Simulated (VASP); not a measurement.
Input:

```yaml
crystal:
  lattice:
    - [4.11629, 0.00000, 0.00000]
    - [0.00000, 4.11629, 0.00000]
    - [0.00000, 0.00000, 4.11629]
  atoms:
    - { symbol: K, position: [0.00000, 0.00000, 0.00000] }
    - { symbol: Zn, position: [0.50000, 0.50000, 0.50000] }
    - { symbol: F, position: [0.50000, 0.00000, 0.50000] }
    - { symbol: F, position: [0.00000, 0.50000, 0.50000] }
    - { symbol: F, position: [0.50000, 0.50000, 0.00000] }
```

Method: vdW-DF2, VASP's PBE PAW potentials (set 64) (plane waves; VASP). Numerical set-up: 520 eV cut-off, 5×5×5 Γ-centred mesh, Gaussian smearing of 0.050 eV, potentials K_sv Zn F.

Predict the energy per atom (σ→0), pressure.

| Item | Value |
|---|---|
| energy per atom (σ→0) | -2.094 eV/atom |
| pressure | 2.36 GPa |

The absolute energy has meaning only against runs of the same code, potentials and settings.

The compound is KZnF3 in the cubic perovskite structure. This cell is one point of a volume scan, at 0.97 of the reference volume.
